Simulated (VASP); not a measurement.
Consider the following.

```
CELL_PARAMETERS angstrom
      1.57590    -2.72954     0.00000
      1.57590     2.72954     0.00000
      0.00000     0.00000     3.59040
ATOMIC_POSITIONS crystal
  Mg 0.00000 0.00000 0.00000
  B  0.33333 0.66667 0.50000
  B  0.66667 0.33333 0.50000
```
Cell charge -0.02.

The numbers are results of PBE GGA, VASP's PBE PAW potentials (set 64) (plane waves; VASP), not measurements. Run with NELECT = 8.02, 520 eV cut-off, 10×10×8 Γ-centred mesh, Gaussian smearing of 0.050 eV, potentials Mg B.

The cell is charged, with a uniform compensating background.

Question: Predict the energy per atom (σ→0), pressure, band gap (on the k-mesh) with the smallest direct gap where there is one.

Answer: 
```json
{
  "band gap (on the k-mesh)": "none (metal, semimetal or under 0.01 eV)",
  "energy per atom (σ→0)": "-5053 meV/atom",
  "pressure": "-87.6 kbar"
}
```

The absolute energy has meaning only against runs of the same code, potentials and settings.

The compound is MgB2 in the AlB2 type structure. The cell was not relaxed at this level. The run is one of a series of settings (ISMEAR = 0, NELECT = 8.02, SIGMA = 0.05 against the base run), some of them coarse on purpose.
